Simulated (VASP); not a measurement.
# What goes wrong when the modes of WSe2 are computed with a bad input, part 3 of 3

Some phonon runs on WSe2 get a fault in the input on purpose. Which of them show, and how? The starting structure is a measured crystal structure from the Crystallography Open Database.

VASP 6.6.1.

Results so far: reference B1g (2) 311.2 cm⁻¹; finite displacements, else as the reference B1g (2) 310.8 cm⁻¹.

The database entry behind the starting cell differs from later determinations by our own check (a about 0.2 % long), so it need not match the best structure at ambient conditions.

**4. Modes with a loose electronic threshold**

Level of this step: LDA; plane waves and PAW (W, Se) (VASP).

A slip made on purpose: a loose electronic threshold. Against step 2 the input has EDIFF = 1E-04, IBRION = 6, NFREE = 2, POTIM = 0.015 and no LEPSILON (also changed: NELM and NSW).

INCAR

```
SYSTEM = WSe2
PREC = Accurate
ENCUT = 450
EDIFF = 1E-04
NELM = 60
ISMEAR = 0
SIGMA = 0.03
LREAL = .FALSE.
ALGO = Normal
GGA = CA
NBANDS = 24
LORBIT = 11
LWAVE = .FALSE.
LCHARG = .FALSE.
KPAR = 4
IBRION = 6
NFREE = 2
POTIM = 0.015
NSW = 1
ISIF = 2
```

POSCAR

```
WSe2
1.0
    3.2494509838      0.0000000000      0.0000000000
   -1.6247254919      2.8141071004      0.0000000000
    0.0000000000      0.0000000000     12.8193368055
W Se
2 4
Direct
    0.6666666667      0.3333333333      0.7500000000
    0.3333333333      0.6666666667      0.2500000000
    0.6666666667      0.3333333333      0.3801139589
    0.3333333333      0.6666666667      0.8801139589
    0.6666666667      0.3333333333      0.1198860411
    0.3333333333      0.6666666667      0.6198860411
```

KPOINTS

```
Automatic mesh
0
Gamma
8 8 2
0 0 0
```

Potentials, in the order of the species: W and Se (LDA family, release 64).

Command:

```
$ mpirun -np 4 vasp_std
```

Output:

```text
[... set-up lines as in an earlier step ...]
 entering main loop
       N       E                     dE             d eps       ncg     rms          rms(c)
[... 10 cycles as in an earlier step ...]
DAV:  11    -0.486593797044E+02    0.57305E-05   -0.95804E-04  1312   0.164E-01
   1 F= -.48659380E+02 E0= -.48659380E+02  d E =-.941588E-18
[... from here on, the cycles between the ionic steps are left out ...]
   2 F= -.48657123E+02 E0= -.48657123E+02  d E =-.108483E-11
   3 F= -.48657104E+02 E0= -.48657104E+02  d E =-.457009E-20
   4 F= -.48655864E+02 E0= -.48655864E+02  d E =-.902892E-19
   5 F= -.48655919E+02 E0= -.48655919E+02  d E =-.103211E-18
   6 F= -.48658240E+02 E0= -.48658240E+02  d E =-.248899E-19
   7 F= -.48658257E+02 E0= -.48658257E+02  d E =-.252411E-19
   8 F= -.48657327E+02 E0= -.48657327E+02  d E =-.710045E-18
   9 F= -.48657392E+02 E0= -.48657392E+02  d E =-.555299E-20
 Finite differences progress:
  Degree of freedom:   4/  4
  Displacement:        2/  2
  Total:               8/  8
```

Wall time 82 s (4 MPI ranks of AMD EPYC 7R43, shared host); peak memory 1.3 GiB; 5.4 min of CPU time.

From OUTCAR (step 4):

```text
  Total        0.2405032      0.2405032      0.4618035      0.0000000     -0.0000000      0.0000000
  in kB        3.2871184      3.2871184      6.3117769      0.0000000     -0.0000000      0.0000000
  external PRESSURE =       4.2953379 kB  Pullay stress =       0.0000000 kB

 POSITION                                       TOTAL-FORCE (eV/Angst)
 -----------------------------------------------------------------------------------
      1.62473      0.93804      9.61450        -0.000000      0.000000      0.001256
     -0.00000      1.87607      3.20483        -0.000000      0.000000     -0.225657
      1.62473      0.93804      4.85781         0.000000      0.000000      0.255210
     -0.00000      1.87607     11.28248        -0.000000      0.000000      0.000688
      1.62473      0.93804      1.53686        -0.000000      0.000000     -0.026120
     -0.00000      1.87607      7.94653        -0.000000     -0.000000     -0.005377
 -----------------------------------------------------------------------------------
    total drift:                               -0.000215     -0.000017     -0.000784

  FREE ENERGIE OF THE ION-ELECTRON SYSTEM (eV)
  ---------------------------------------------------
  free  energy   TOTEN  =       -48.6573916805 eV

  energy  without entropy=      -48.6573916805  energy(sigma->0) =      -48.65739168

[... 2 parts as in an earlier step ...]

[... 1 further part left out ...]
[key lines of the parts left out:]
E-fermi :   5.8944
```

With a loose electronic threshold the compared modes are at the top B1g (2) 310.3, A2u 307.8 cm⁻¹, at the bottom B1g (1) 36.1, E2g 14.4 cm⁻¹, with 4 more of the listed ones between; the largest shift among the levels compared is -10.3 cm⁻¹, in E2g, from finite displacements, else as the reference.

**5. Modes with a cutoff far too low**

A slip made on purpose: a cutoff far too low. Against step 2 the input has ENCUT = 120 (also changed: NELM).

INCAR

```
SYSTEM = WSe2
PREC = Accurate
ENCUT = 120
EDIFF = 1E-08
NELM = 60
ISMEAR = 0
SIGMA = 0.03
LREAL = .FALSE.
ALGO = Normal
GGA = CA
NBANDS = 24
LORBIT = 11
LWAVE = .FALSE.
LCHARG = .FALSE.
KPAR = 4
IBRION = 8
LEPSILON = .TRUE.
ISIF = 2
```

POSCAR is that of step 4.

KPOINTS is that of step 4.

Command:

```
$ mpirun -np 4 vasp_std
```

Output:

```text
[... set-up lines as in an earlier step ...]
 entering main loop
       N       E                     dE             d eps       ncg     rms          rms(c)
DAV:   1     0.279391512016E+02    0.27939E+02   -0.65881E+03  1072   0.393E+02
DAV:   2    -0.535872340835E+02   -0.81526E+02   -0.78079E+02  1304   0.119E+02
DAV:   3    -0.565129229319E+02   -0.29257E+01   -0.29136E+01  1256   0.246E+01
DAV:   4    -0.565500159327E+02   -0.37093E-01   -0.37071E-01  1216   0.256E+00
[...]
DAV:  19    -0.523828580731E+02   -0.55203E-07   -0.10073E-09   656   0.126E-04    0.555E-05
DAV:  20    -0.523828580965E+02   -0.23429E-07   -0.37213E-10   624   0.591E-05    0.259E-05
DAV:  21    -0.523828581049E+02   -0.83810E-08   -0.14148E-10   608   0.375E-05
   1 F= -.52382858E+02 E0= -.52382858E+02  d E =-.156388E-14
 Linear response reoptimize wavefunctions to high precision
DAV:   1    -0.523828581059E+02   -0.96134E-09   -0.49259E-11   664   0.195E-05
DAV:   2    -0.523828581059E+02   -0.45475E-11   -0.22447E-11   592   0.121E-05
 Linear response G [H, r] |phi>, progress :
  Direction:   1
[...]
RMM:  10    -0.643177595455E-01   -0.22570E-08    0.34398E-08  6361   0.518E-05    0.404E-06
 first order change of Fermi-energy   0.18634E+00
 force on displaced ion       3 direction 1 : -12.051  -0.000   0.001
 Born effective charge ion    3 direction 1 :   0.870   0.001   0.000
 Linear response progress:
  Degree of freedom:   4/  4
       N       E                     dE             d eps       ncg     rms          rms(c)
RMM:   1    -0.120329957673E+00   -0.12033E+00    0.80161E-02  2338   0.117E+00
RMM:   2    -0.116296167540E+00    0.40338E-02   -0.36232E-03  1649   0.231E-01    0.266E-01
RMM:   3    -0.116045126073E+00    0.25104E-03   -0.32784E-04  1607   0.827E-02    0.197E-01
RMM:   4    -0.116037241581E+00    0.78845E-05   -0.24324E-04  1660   0.548E-02    0.388E-02
[...]
RMM:  12    -0.116069557242E+00   -0.66567E-07   -0.76880E-08  1800   0.545E-05    0.891E-06
RMM:  13    -0.116069525868E+00    0.31374E-07   -0.27895E-08  1858   0.443E-05    0.224E-06
RMM:  14    -0.116069524788E+00    0.10796E-08   -0.69551E-08  1625   0.399E-05    0.558E-07
 first order change of Fermi-energy   0.88358E-01
 force on displaced ion       3 direction 3 :   0.000   0.000 -20.861
 Born effective charge ion    3 direction 3 :   0.000   0.000   0.682
 Born effective charges drift removed
 Linear response finished
```

The job ended after 47 s (4 MPI ranks; peak memory 0.62 GiB; 3.1 min of CPU time).

OUTCAR, selected parts (step 5):

```text
  Total      -30.8622975    -30.8622975    -27.8153372      0.0000000      0.0000000     -0.0000000
  in kB     -421.8156273   -421.8156274   -380.1707870      0.0000000      0.0000000     -0.0000000
  external PRESSURE =    -407.9340139 kB  Pullay stress =       0.0000000 kB

 POSITION                                       TOTAL-FORCE (eV/Angst)
 -----------------------------------------------------------------------------------
      1.62473      0.93804      9.61450        -0.000000      0.000000      0.000000
     -0.00000      1.87607      3.20483        -0.000000     -0.000000      0.000000
      1.62473      0.93804      4.87281         0.000000      0.000000      0.323294
     -0.00000      1.87607     11.28248        -0.000000     -0.000000      0.323294
      1.62473      0.93804      1.53686         0.000000      0.000000     -0.323294
     -0.00000      1.87607      7.94653         0.000000     -0.000000     -0.323294
 -----------------------------------------------------------------------------------
    total drift:                               -0.000000      0.000000     -0.000000

 MACROSCOPIC STATIC DIELECTRIC TENSOR (including local field effects in DFT)
 ------------------------------------------------------
          14.651363     0.000000     0.000000
          -0.000000    14.651363     0.000000
           0.000000     0.000000     7.827416
 ------------------------------------------------------

 MACROSCOPIC STATIC DIELECTRIC TENSOR IONIC CONTRIBUTION
 ------------------------------------------------------
           0.227090     0.000000     0.000000
           0.000000     0.227090     0.000000
           0.000000     0.000000     0.062247
 ------------------------------------------------------

[... 1 part as in an earlier step ...]

[... 1 further part left out ...]
```

With a cutoff far too low the compared modes are at the top B1g (2) 351.3, A2u 347.6 cm⁻¹, at the bottom B1g (1) 37.0, E2g 30.1 cm⁻¹, with 4 more of the listed ones between; the largest shift among the levels compared is +40.1 cm⁻¹, in B1g (2), from the reference.

**6. Modes with one-sided displacements**

A slip made on purpose: one-sided displacements. Against step 2 the input has IBRION = 6, NFREE = 1, POTIM = 0.015 and no LEPSILON (also changed: NELM and NSW).

Changes to INCAR since step 5:

```diff
@@ -2,3 +2,3 @@
 PREC = Accurate
-ENCUT = 120
+ENCUT = 450
 EDIFF = 1E-08
@@ -15,4 +15,6 @@
 KPAR = 4
-IBRION = 8
-LEPSILON = .TRUE.
+IBRION = 6
+NFREE = 1
+POTIM = 0.015
+NSW = 1
 ISIF = 2
```

POSCAR is that of step 5.

KPOINTS is that of step 5.

Command:

```
$ mpirun -np 4 vasp_std
```

Output:

```text
[... set-up lines as in an earlier step ...]
 entering main loop
       N       E                     dE             d eps       ncg     rms          rms(c)
[... 16 cycles as in an earlier step ...]
   1 F= -.48659291E+02 E0= -.48659291E+02  d E =-.109944E-19
[...]
2 F= -.48657103E+02 E0= -.48657103E+02  d E =-.109955E-19
[...]
3 F= -.48655917E+02 E0= -.48655917E+02  d E =-.106281E-18
[...]
4 F= -.48658237E+02 E0= -.48658237E+02  d E =-.269838E-19
[...]
5 F= -.48657424E+02 E0= -.48657424E+02  d E =-.731714E-18
 Finite differences progress:
  Degree of freedom:   4/  4
  Displacement:        1/  1
  Total:               4/  4
```

Wall time 95 s (4 MPI ranks); peak memory 1.2 GiB; 6.3 min of CPU time.

Parts of OUTCAR (step 6):

```text
  Total       -0.1624738     -0.1624738     -0.4287196     -0.0000000      0.0000000     -0.0000000
  in kB       -2.2206373     -2.2206373     -5.8595974     -0.0000000      0.0000000     -0.0000000
  external PRESSURE =      -3.4336240 kB  Pullay stress =       0.0000000 kB

 POSITION                                       TOTAL-FORCE (eV/Angst)
 -----------------------------------------------------------------------------------
      1.62473      0.93804      9.61450         0.000000     -0.000000      0.000121
     -0.00000      1.87607      3.20483        -0.000000     -0.000000      0.218481
      1.62473      0.93804      4.88781        -0.000000     -0.000000     -0.248422
     -0.00000      1.87607     11.28248         0.000000      0.000000      0.001662
      1.62473      0.93804      1.53686        -0.000000      0.000000      0.025169
     -0.00000      1.87607      7.94653         0.000000      0.000000      0.002989
 -----------------------------------------------------------------------------------
    total drift:                                0.000000     -0.000000     -0.000239

  FREE ENERGIE OF THE ION-ELECTRON SYSTEM (eV)
  ---------------------------------------------------
  free  energy   TOTEN  =       -48.6574236433 eV

  energy  without entropy=      -48.6574236433  energy(sigma->0) =      -48.65742364

[... 2 parts as in an earlier step ...]

[... 1 further part left out ...]
[key lines of the parts left out:]
E-fermi :   5.8667
```

With one-sided displacements the compared modes are at the top B1g (2) 309.2, A2u 306.8 cm⁻¹, at the bottom B1g (1) 38.7, E2g 24.7 cm⁻¹, with 4 more of the listed ones between; the largest shift among the levels compared is -2.2 cm⁻¹, in A1g, from finite displacements, else as the reference.

**7. Modes with a k mesh far too coarse**

A slip made on purpose: a k mesh far too coarse. Against step 2 the input has a 1×1×1 mesh (also changed: NELM and KPAR).

Changes to INCAR since step 6:

```diff
@@ -14,7 +14,4 @@
 LCHARG = .FALSE.
-KPAR = 4
-IBRION = 6
-NFREE = 1
-POTIM = 0.015
-NSW = 1
+IBRION = 8
+LEPSILON = .TRUE.
 ISIF = 2
```

POSCAR is that of step 6.

KPOINTS

```
Automatic mesh
0
Gamma
1 1 1
0 0 0
```

Command:

```
$ mpirun -np 4 vasp_std
```

Output:

```text
[banner, memory and clock lines left out]
running    4 mpi-ranks, on    1 nodes
[...]
LDA part: xc-table for (Slater(with rela. corr.)+CA(PZ))
 , standard interpolation
 POSCAR, INCAR and KPOINTS ok, starting setup
[...]
entering main loop
       N       E                     dE             d eps       ncg     rms          rms(c)
DAV:   1     0.186964609592E+03    0.18696E+03   -0.14209E+04    48   0.112E+03
DAV:   2    -0.194234759869E+02   -0.20639E+03   -0.20192E+03    72   0.260E+02
DAV:   3    -0.309439859242E+02   -0.11521E+02   -0.11369E+02    64   0.564E+01
DAV:   4    -0.313486748117E+02   -0.40469E+00   -0.40450E+00    64   0.104E+01
[...]
DAV:  16    -0.278981526461E+02   -0.17387E-07   -0.22441E-07    72   0.199E-03    0.125E-03
DAV:  17    -0.278981526135E+02    0.32644E-07   -0.64203E-08    64   0.119E-03    0.543E-04
DAV:  18    -0.278981526113E+02    0.21753E-08   -0.79610E-09    48   0.443E-04
   1 F= -.27898153E+02 E0= -.27898153E+02  d E =-.164246E-13
[...]
RMM:  20    -0.770048902462E-01    0.98696E-07   -0.97094E-07   118   0.684E-05    0.140E-06
 first order change of Fermi-energy  -0.40053E-03
 force on displaced ion       3 direction 1 : -12.979  -0.030  -0.000
 Born effective charge ion    3 direction 1 :  -4.809   0.000   0.000
 Linear response progress:
  Degree of freedom:   4/  4
       N       E                     dE             d eps       ncg     rms          rms(c)
RMM:   1    -0.129999521941E+00   -0.13000E+00    0.66138E-02   102   0.156E+00
RMM:   2    -0.122729343445E+00    0.72702E-02   -0.54232E-03    87   0.324E-01    0.332E-01
RMM:   3    -0.122477964510E+00    0.25138E-03   -0.47138E-03    92   0.223E-01    0.303E-01
RMM:   4    -0.122064393478E+00    0.41357E-03   -0.16450E-03    88   0.125E-01    0.177E-01
[...]
RMM:  21    -0.122216540604E+00   -0.10507E-06   -0.33573E-07   114   0.597E-05    0.159E-06
RMM:  22    -0.122216538491E+00    0.21137E-08   -0.67674E-07   116   0.597E-05    0.127E-06
RMM:  23    -0.122216440534E+00    0.97957E-07   -0.33899E-07   118   0.595E-05    0.148E-06
 first order change of Fermi-energy   0.13731E+00
 force on displaced ion       3 direction 3 :  -0.000   0.000 -13.793
 Born effective charge ion    3 direction 3 :   0.000  -0.000   1.010
 Born effective charges drift removed
 Linear response finished
```

Elapsed: 32 s, on 4 MPI ranks; peak memory 0.45 GiB.

From OUTCAR (step 7):

```text
  Total       23.3192446     23.3192446     -0.5226718     -0.0000000      0.0000000      0.0000000
  in kB      318.7196872    318.7196872     -7.1437046     -0.0000000      0.0000000      0.0000000
  external PRESSURE =     210.0985566 kB  Pullay stress =       0.0000000 kB

 POSITION                                       TOTAL-FORCE (eV/Angst)
 -----------------------------------------------------------------------------------
      1.62473      0.93804      9.61450         0.000000     -0.000000      0.000000
     -0.00000      1.87607      3.20483         0.000000      0.000000      0.000000
      1.62473      0.93804      4.87281        -0.000000      0.000000     -4.299116
     -0.00000      1.87607     11.28248         0.000000      0.000000     -4.299116
      1.62473      0.93804      1.53686        -0.000000     -0.000000      4.299116
     -0.00000      1.87607      7.94653         0.000000     -0.000000      4.299116
 -----------------------------------------------------------------------------------
    total drift:                               -0.000000      0.000000     -0.000000

 MACROSCOPIC STATIC DIELECTRIC TENSOR (including local field effects in DFT)
 ------------------------------------------------------
          26.806611     0.000000     0.000000
           0.000000    26.806611    -0.000000
          -0.000000     0.000000     6.251227
 ------------------------------------------------------

 MACROSCOPIC STATIC DIELECTRIC TENSOR IONIC CONTRIBUTION
 ------------------------------------------------------
           0.243201     0.000000    -0.000000
           0.000000     0.243201    -0.000000
          -0.000000    -0.000000     0.594644
 ------------------------------------------------------

[... 1 part as in an earlier step ...]

[... 1 further part left out ...]
```

With a k mesh far too coarse the compared modes are at the top B1g (2) 281.5, A2u 255.0 cm⁻¹, at the bottom B1g (1) 107.4, E2g 24.3 cm⁻¹, with 4 more of the listed ones between; the largest shift among the levels compared is +69.4 cm⁻¹, in B1g (1), from the reference.

**8. All runs side by side**

```tsv
run	B1g (2)	A2u	A1g	B2u	E1g	E2u	B1g (1)	E2g	method	core minutes
reference	311.2	308.4	255.0	252.5	177.3	175.3	38.0	24.7	perturbation theory	23.6
finite displacements, else as the reference	310.8	308.3	255.0	252.2	176.9	175.3	38.4	24.7	finite displacements	12.3
a loose electronic threshold	310.3	307.8	253.8	250.6	175.6	174.1	36.1	14.4	finite displacements	5.47
a cutoff far too low	351.3	347.6	279.4	275.2	202.0	199.9	37.0	30.1	perturbation theory	3.13
one-sided displacements	309.2	306.8	252.8	250.0	176.9	175.3	38.7	24.7	finite displacements	6.33
a k mesh far too coarse	281.5	255.0	241.4	199.9	167.1	161.5	107.4	24.3	perturbation theory	2.13
```

Modes are in cm⁻¹, degenerate ones as one, matched between runs by symmetry and order. A number in brackets counts the listed modes of one symmetry from the lowest. The symmetry labels come from an automatic analysis and can be wrong where levels nearly coincide. Levels within 1 cm⁻¹ of another in the first run are left out, since their labels are uncertain. Core minutes are wall time times ranks of the run shown, on a shared host.

**9. Results**

```yaml
b1g_2_reference: 311.2 cm⁻¹
e2g_reference: 24.7 cm⁻¹
b1g_2_finite_displacements_else_as_the_reference: 310.8 cm⁻¹
e2g_finite_displacements_else_as_the_reference: 24.7 cm⁻¹
b1g_2_a_loose_electronic_threshold: 310.3 cm⁻¹
e2g_a_loose_electronic_threshold: 14.4 cm⁻¹
b1g_2_a_cutoff_far_too_low: 351.3 cm⁻¹
e2g_a_cutoff_far_too_low: 30.1 cm⁻¹
b1g_2_one_sided_displacements: 309.2 cm⁻¹
e2g_one_sided_displacements: 24.7 cm⁻¹
b1g_2_a_k_mesh_far_too_coarse: 281.5 cm⁻¹
e2g_a_k_mesh_far_too_coarse: 24.3 cm⁻¹
```

Finished, but with signs in the output that stand out against the reference: a cutoff far too low, with modes among those compared off by up to +40 cm⁻¹, in B1g (2) (signs: a pressure of -40.8 GPa on the undisplaced cell and forces of up to 0.32 eV/Å on the undisplaced atoms); a k mesh far too coarse, with modes among those compared off by up to +69 cm⁻¹, in B1g (1) (signs: a pressure of 21.0 GPa on the undisplaced cell and forces of up to 4.30 eV/Å on the undisplaced atoms). Finished, and of the signs looked for here (warnings, stress, forces, entropy, moments, translations away from zero, imaginary modes) none stands out against the reference by the marks set here, though the list of modes is off: a loose electronic threshold, with modes among those compared off by up to -10 cm⁻¹, in E2g. Little came of one-sided displacements in this material. Runs with finite displacements are held against the sound run of that kind. The dielectric constants and Born charges in the logs aren't compared here; at a small gap they can be far off, and in a run without a gap they mean nothing. The frequencies are harmonic, and the splitting of polar modes by their long-range field is left out. Further runs on this material are not shown.

[Lines on the potential files, build, host, timing and source positions are cut from VASP's logs without a mark.]

[Logs are printed without paths, hosts, clocks, repeated set-up lines and the standing remarks that a program may print on its own settings, such as how far it seeks lower states.]

[Hosts, paths, dates, database ids (printed as entryN), source tags and the programs' standing remarks are cut or masked in the printed files.]
